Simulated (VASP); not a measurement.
**FSiClBr2: atomic charges with PBE+TS**

Molecule: FSiClBr2, in a box.

```xyz
5
Lattice="12.0000 0.0000 0.0000 0.0000 12.0000 0.0000 0.0000 0.0000 12.0000" Properties=species:S:1:pos:R:3 pbc="T T T"
F     6.9346    4.7164    7.2760
Si    6.1270    5.7323    6.3794
Cl    4.5661    6.4157    7.4606
Br    5.4256    4.6701    4.6073
Br    7.4599    7.3719    5.8361
```

| Quantity | Value |
| --- | --- |
| Program | VASP 6.6.1 |
| Task | atomic charges |
| Functional | PBE |
| Dispersion | TS |
| Potentials or basis | VASP PAW PBE potentials, release 64 (F, Si, Cl, Br) |
| Cutoff | 520 eV |
| k mesh | 1 × 1 × 1 |
| Occupations | gaussian, width 0.01 eV |
| Spin | no spin polarisation |
| Further INCAR settings | ALGO = Normal; EDIFF = 1e-06 |

```
Largest force                                         : 0.897 eV/Å
Gap between the frontier levels                       : 5.50 eV
Valence electrons inside the program's atomic spheres : F 6.14; Si 1.55; Cl 5.16; Br 4.91
Hirshfeld charges                                     : F -0.17; Si +0.33; Cl -0.07; Br -0.05 e
Dispersion energy per atom                            : -0.007 eV
```

Forces in eV/Å, atoms in the order of the input:
```
F    0.456 -0.577  0.514
Si  -0.306  0.394 -0.360
Cl  -0.256  0.106  0.189
Br  -0.106 -0.173 -0.267
Br   0.212  0.250 -0.075
```

Levels at points of the mesh, in eV from the valence-band top:
```csv
k point,band 12,band 13,band 14,band 15,band 16,band 17,band 18,band 19,band 20
"(0.00, 0.00, 0.00)",-1.16,-0.78,-0.42,-0.20,0.00,5.50,6.78,7.12,7.16
```

It took 2.2 min on 1 thread of Intel(R) Xeon(R) Platinum 8488C (Sapphire Rapids), with other jobs on the host, peak memory 1.3 GiB.
